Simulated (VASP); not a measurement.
All values below come from PW91 GGA, VASP's PBE PAW potentials (set 64) (plane waves; VASP).

VASP ran on this input.

**POSCAR**
```
GaN
1
    1.6093454306    -2.7874680136     0.0000000000
    1.6093454306     2.7874680136     0.0000000000
    0.0000000000     0.0000000000     5.2392279107
Ga N
2 2
Direct
  0.6666670000   0.3333330000   0.5000532702
  0.3333330000   0.6666670000   0.0000532702
  0.6666670000   0.3333330000   0.8769467298
  0.3333330000   0.6666670000   0.3769467298
```

**KPOINTS**
```
k-points along high-symmetry lines
10
Line-mode
Reciprocal
  0.000000   0.000000   0.000000 ! GAMMA
  0.000000   0.500000   0.000000 ! M

  0.000000   0.500000   0.000000 ! M
 -0.333333   0.666667   0.000000 ! K

 -0.333333   0.666667   0.000000 ! K
  0.000000   0.000000   0.000000 ! GAMMA

  0.000000   0.000000   0.000000 ! GAMMA
  0.000000   0.000000   0.500000 ! A

  0.000000   0.000000   0.500000 ! A
  0.000000   0.500000   0.500000 ! L

  0.000000   0.500000   0.500000 ! L
 -0.333333   0.666667   0.500000 ! H

 -0.333333   0.666667   0.500000 ! H
  0.000000   0.000000   0.500000 ! A

  0.000000   0.500000   0.500000 ! L
  0.000000   0.500000   0.000000 ! M

 -0.333333   0.666667   0.500000 ! H
 -0.333333   0.666667   0.000000 ! K
```

INCAR:
```
# general
SYSTEM   =  GaN
PREC     =  Accurate
ENCUT    =  520
LREAL    =  .FALSE.
LASPH    =  .TRUE.
ICHARG   =  11

# electronic loop
EDIFF    =  1E-7
NELM     =  100
ALGO     =  Normal
LMAXMIX  =  4

# smearing
ISMEAR   =  0
SIGMA    =  0.05

# functional
GGA      =  91

# output
LWAVE    =  .FALSE.
LCHARG   =  .FALSE.
LORBIT   =  11
```

POTCAR, in this order: Ga_d N (PBE.64 set). Program: vasp_std. Read from the step before: CHGCAR.

What VASP printed:

### OSZICAR
```
       N       E                     dE             d eps       ncg     rms          rms(c)
DAV:   1     0.274957882001E+03    0.27496E+03   -0.18545E+04  4032   0.306E+03
DAV:   2     0.118668305407E+02   -0.26309E+03   -0.25505E+03  4228   0.546E+02
DAV:   3    -0.220433413974E+02   -0.33910E+02   -0.33273E+02  4560   0.152E+02
DAV:   4    -0.234798767075E+02   -0.14365E+01   -0.14323E+01  5412   0.323E+01
DAV:   5    -0.235025484217E+02   -0.22672E-01   -0.22654E-01  4558   0.380E+00
DAV:   6    -0.235036304684E+02   -0.10820E-02   -0.10820E-02  6078   0.732E-01
DAV:   7    -0.235036421671E+02   -0.11699E-04   -0.11699E-04  4598   0.672E-02
DAV:   8    -0.235036425741E+02   -0.40697E-06   -0.40698E-06  6012   0.108E-02
DAV:   9    -0.235036425796E+02   -0.55188E-08   -0.55136E-08  3208   0.123E-03
   1 F= -.23503643E+02 E0= -.23503643E+02  d E =-.106290E-17
```

File OUTCAR:
```
 val. band max:        4.9515060399   @ k =   0.0000   0.0000   0.0000

 cond. band min:       6.6828077267   @ k =   0.0000   0.0000   0.0000



 k-point     1 :       0.0000    0.0000    0.0000
  band No.  band energies     occupation
      1     -10.7602      2.00000
      2      -9.9607      2.00000
      3      -8.5074      2.00000
      4      -8.4933      2.00000
      5      -8.4933      2.00000
      6      -8.4375      2.00000
      7      -8.4375      2.00000
      8      -8.2640      2.00000
      9      -8.2640      2.00000
     10      -8.1738      2.00000
     11      -8.1738      2.00000
     12      -6.9047      2.00000
     13      -1.8988      2.00000
     14       3.9550      2.00000
     15       3.9551      2.00000
     16       4.9205      2.00000
     17       4.9515      2.00000
     18       4.9515      2.00000
     19       6.6828      0.00000
     20       9.0163      0.00000
     21      13.9722      0.00000
     22      14.6710      0.00000

 k-point     2 :       0.0000    0.0556    0.0000
  band No.  band energies     occupation
      1     -10.7315      2.00000
      2      -9.9538      2.00000
      3      -8.5055      2.00000
      4      -8.4891      2.00000
      5      -8.4820      2.00000
      6      -8.4345      2.00000
      7      -8.4319      2.00000
      8      -8.2663      2.00000
      9      -8.2644      2.00000
     10      -8.1786      2.00000
     11      -8.1731      2.00000
     12      -6.8834      2.00000
     13      -1.8561      2.00000
     14       3.7184      2.00000
     15       3.8911      2.00000
     16       4.6207      2.00000
     17       4.8930      2.00000
     18       4.9249      2.00000
     19       6.9907      0.00000
     20       9.2222      0.00000
     21      13.9079      0.00000
     22      14.4192      0.00000

 k-point     3 :       0.0000    0.1111    0.0000
  band No.  band energies     occupation
      1     -10.6490      2.00000
      2      -9.9348      2.00000
...
```

The density is held fixed in this step, so its total energy and stress have no physical meaning.

The compound is GaN in the wurtzite structure. It was relaxed first.
